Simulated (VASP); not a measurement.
Consider the following.

```
Bi
1.0
    4.48175     0.00000     0.00000
   -2.24087     3.88131     0.00000
    0.00000     0.00000    25.50380
Bi
6
Cartesian
  2.24088   1.29377   8.00001
  0.00000   0.00000   9.59711
  0.00000   2.58754  11.95330
  2.24088   1.29377  13.55050
  0.00000   0.00000  15.90669
  0.00000   2.58754  17.50379
```

Computed with PBE GGA, VASP's PBE PAW potentials (set 64) (plane waves; VASP). Numerical set-up: 300 eV cut-off, 5×5×1 Γ-centred mesh, Fermi-Dirac smearing of 0.10 eV, potentials Bi_d.

At this cut-off the stress carries a Pulay error, which pulls relaxed volumes low. The cell holds a wide vacuum, so values per volume refer to the whole cell.

### Question
Give the force on each atom (eV/Å).

### Answer

```json
[
 {"atom": "Bi1", "Fx": "0.000", "Fy": "0.000", "Fz": "-0.344"},
 {"atom": "Bi2", "Fx": "0.000", "Fy": "0.000", "Fz": "0.084"},
 {"atom": "Bi3", "Fx": "0.000", "Fy": "0.000", "Fz": "-0.121"},
 {"atom": "Bi4", "Fx": "0.000", "Fy": "0.000", "Fz": "0.121"},
 {"atom": "Bi5", "Fx": "0.000", "Fy": "0.000", "Fz": "-0.084"},
 {"atom": "Bi6", "Fx": "0.000", "Fy": "0.000", "Fz": "0.344"}
]
```

### Question
Give the stress tensor in GPa (positive for a compressed cell).

### Answer

```
0.72  0.00  0.00
0.00  0.72  0.00
0.00  0.00  0.81
```
The pressure is its mean diagonal, 0.75 GPa.

The cell is a sheet with vacuum, built from a generated structure.
